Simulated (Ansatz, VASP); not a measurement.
# One calculation of PIr, two programs

File INCAR:

```
PREC = Accurate
ENCUT = 520
EDIFF = 1E-7
ISMEAR = 0
SIGMA = 0.05
LREAL = F
LASPH = T
NELM = 100
ALGO = Normal
ISIF = 2
LWAVE = F
LCHARG = T
GGA = PS
LELF = T
LVHAR = T
NBANDS = 14
```

Contents of KPOINTS:

```
Automatic mesh
0
Gamma
  12 12 12
```

POSCAR

```
PIr
1.0
    0.0000000000      2.6258420330      2.6258420330
    2.6258420330      0.0000000000      2.6258420330
    2.6258420330      2.6258420330      0.0000000000
Ir P
1 1
Direct
    0.0000000000      0.0000000000      0.0000000000
    0.2500000000      0.2500000000      0.2500000000
```

Input for Ansatz:

```yaml
crystal:
  lattice:
    - [0.0, 2.625842033, 2.625842033]
    - [2.625842033, 0.0, 2.625842033]
    - [2.625842033, 2.625842033, 0.0]
  atoms:
    - { symbol: Ir, position: [0.0, 0.0, 0.0] }
    - { symbol: P, position: [0.25, 0.25, 0.25] }
basis:
  ecutwfc: 420
  ecutrho_ratio: 4
kpoints:
  mp_grid: { grid: [12, 12, 12] }
hamiltonian:
  xc: pbesol
scf:
  occupations: { method: gaussian, width: 0.05 }
output:
  forces: true
  stress: true
  eigenvalues: true
  populations: true
```

Alike in both runs: task single point; functional PBEsol; k mesh 12 × 12 × 12; occupations gaussian, width 0.05 eV; no spin polarisation.

```csv
,VASP,Ansatz
version,VASP 6.6.1,Ansatz 0.2.0
potentials or method,"VASP PAW PBE potentials, release 64 (Ir, P)","scalar-relativistic, plane waves, PAW"
plane-wave cutoff (eV),520,420
valence electrons in the cell,14,22
```

|  | VASP | Ansatz | Ansatz less VASP |
| --- | --- | --- | --- |
| gap on the k mesh at the Fermi level (eV) | none | none | - |
| pressure (GPa) | -4.5 | -5.3 | -0.76 |

A gap of «none» marks a metal or a gap that the smearing closes. The functional is the same, so the differences come from potentials, cutoffs and numerics. The two sets of potentials don't hold the same shells in valence.

Caveats: the PAW data sets were made with another functional, which shifts forces and pressure a little (VASP). Spin-orbit coupling is left out, which matters for the levels of Ir.
